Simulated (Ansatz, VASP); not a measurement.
# C in two plane-wave programs, part 3 of 3

Aim: how closely do two programs agree when they are given the same cell, functional and k mesh? The cell is taken from a series of runs on this material, whose earlier steps may have relaxed, scaled, displaced or heated it; both programs get it as it stands.

VASP 6.6.1 and Ansatz 0.2.0.

So far: Set-up; Ansatz: zone-centre phonons, PBEsol with D3(BJ); VASP: zone-centre phonons, PBEsol with D3(BJ).

## Step 4: Differences

Known differences besides the potentials themselves: Ansatz cuts the interaction across the vacuum, VASP repeats the sheet without a dipole correction; the cutoff is 420 eV in Ansatz and 600 eV in VASP; Ansatz makes its cores anew for this functional, VASP keeps those of its PBE data sets; Ansatz takes the dispersion share of the force constants at frozen C6 weights, VASP differentiates the full forces; VASP uses finite displacements, Ansatz perturbation theory. Total energies have different zeros and are not compared.

Compared:

| quantity | Ansatz | VASP | difference |
| --- | --- | --- | --- |
| optical mode 1 to 2 (cm⁻¹) | 18.2 | 18.7 | -0.5 |
| optical mode 3 to 4 (cm⁻¹) | 35.1 | 36.0 | -0.8 |
| optical mode 5 (cm⁻¹) | 60.8 | 60.9 | -0.19 % |
| optical mode 6 (cm⁻¹) | 105.9 | 107.4 | -1.39 % |
| optical mode 7 (cm⁻¹) | 869.3 | 867.0 | +0.27 % |
| optical mode 8 (cm⁻¹) | 874.0 | 871.5 | +0.28 % |
| optical mode 9 (cm⁻¹) | 874.5 | 872.1 | +0.27 % |
| optical mode 10 to 11 (cm⁻¹) | 1556.5 | 1561.5 | -0.32 % |
| optical mode 12 to 13 (cm⁻¹) | 1556.8 | 1561.8 | -0.32 % |
| optical mode 14 to 15 (cm⁻¹) | 1583.0 | 1585.1 | -0.13 % |

Modes are paired by rising frequency, not by their patterns, so a pair may set unlike modes beside each other; they are those without the splitting of longitudinal modes. Where the cell holds vacuum, a pressure given here is an average over it and none of the material.

## Step 5: Summary of results

```
r.m.s. difference of the optical zone-centre modes, each program's sorted by frequency (zone-centre phonons, PBEsol with D3(BJ)) : 2.9 cm⁻¹
difference in optical mode 6 (zone-centre phonons, PBEsol with D3(BJ))                                                           : -1.4 %
```

The r.m.s. difference of the optical zone-centre modes, each program's sorted by frequency is 2.9 cm⁻¹ (zone-centre phonons, PBEsol with D3(BJ)). Among the rows given in per cent, the largest difference of the zone-centre phonons, PBEsol with D3(BJ) pair is in optical mode 6, -1.4 %. Such differences can come from data sets, numerical settings and the points named under the comparisons, not from the functional's error against experiment.

[Lines on the potential files, build, host, timing and source positions are cut from VASP's logs without a mark.]

[Logs are printed without paths, hosts, clocks, repeated set-up lines and the standing remarks that a program may print on its own settings, such as how far it seeks lower states.]

[Hosts, paths, dates, database ids (printed as entryN), source tags and the programs' standing remarks are cut or masked in the printed files.]
